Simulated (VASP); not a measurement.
An input for Ansatz (written as the equivalent of a VASP run, and not itself run):

Ansatz 0.2 input:
```yaml
crystal:
  lattice:
    - [8.3969764, 0.0000000, 0.0000000]
    - [-4.1984882, 7.2719952, 0.0000000]
    - [0.0000000, 0.0000000, 7.5547922]
  atoms:
    - { symbol: Cs, position: [0.3333330, 0.6666670, 0.7500000] }
    - { symbol: Cs, position: [0.6666670, 0.3333330, 0.2500000] }
    - { symbol: Sn, position: [0.0000000, 0.0000000, 0.0000000] }
    - { symbol: Sn, position: [0.0000000, 0.0000000, 0.5000000] }
    - { symbol: I, position: [0.1726775, 0.3453551, 0.2500000] }
    - { symbol: I, position: [0.6546449, 0.8273225, 0.2500000] }
    - { symbol: I, position: [0.1726775, 0.8273225, 0.2500000] }
    - { symbol: I, position: [0.8273225, 0.6546449, 0.7500000] }
    - { symbol: I, position: [0.3453551, 0.1726775, 0.7500000] }
    - { symbol: I, position: [0.8273225, 0.1726775, 0.7500000] }
kpoints:
  mp_grid: { grid: [3, 3, 3] }
hamiltonian:
  xc: r2scan
  pseudopotentials: { kind: paw }
scf:
  occupations: { method: gaussian, width: 0.05 }
  max_iter: 100
relax:
  max_steps: 60
  f_tol: 0.02
  cell: {}
output: { forces: true, stress: true, eigenvalues: true }
```

Task: Write the VASP files for the same calculation (r2SCAN).

Result: This is not unique; one that fits is 
POSCAR:
```
CsSnI3
1
    8.3969763653    -0.0000000000     0.0000000000
   -4.1984881826     7.2719951570    -0.0000000000
   -0.0000000000    -0.0000000000     7.5547922173
Cs Sn I
2 2 6
Direct
  0.3333330000   0.6666670000   0.7500000000
  0.6666670000   0.3333330000   0.2500000000
  0.0000000000   0.0000000000   0.0000000000
  0.0000000000   0.0000000000   0.5000000000
  0.1726775385   0.3453550771   0.2500000000
  0.6546449229   0.8273224615   0.2500000000
  0.1726775386   0.8273224615   0.2500000000
  0.8273224615   0.6546449229   0.7500000000
  0.3453550771   0.1726775385   0.7500000000
  0.8273224614   0.1726775385   0.7500000000
```

**INCAR**
```
# general
SYSTEM   =  CsSnI3
PREC     =  Accurate
ENCUT    =  400
LREAL    =  F
LASPH    =  T   # aspherical one-centre terms

# electronic loop
EDIFF    =  1E-6   # SCF stop (eV)
NELM     =  100   # most electronic steps
ALGO     =  Normal
LMAXMIX  =  4
LMIXTAU  =  T

# smearing
ISMEAR   =  0   # Gaussian
SIGMA    =  0.05   # width (eV)

# functional
METAGGA  =  R2SCAN

# ions
IBRION   =  2   # conjugate gradients
NSW      =  60
ISIF     =  3   # ions, shape and volume
EDIFFG   =  -0.02

# output
LWAVE    =  F
LCHARG   =  F
```

File KPOINTS:
```
Automatic mesh
0
Gamma
3 3 3
0 0 0
```

POTCAR, in this order: Cs_sv Sn_d I (PBE.64 set). Program: vasp_std.

Limits of the translation: each code has its own PAW files, so the cut-off isn't converted (ENCUT is set for VASP's; basis.ecutwfc is left out, and Ansatz then takes the one that its files recommend); Ansatz stops its SCF on the density residual and VASP on the energy change (EDIFF).

The structure was generated: CsSnI3 was put into the 2H-BaNiO3 type (P6_3/mmc), which need not be its known phase. This run relaxes it. Symmetry was kept, so distortions that lower it aren't found. The start is the result of an earlier pass.
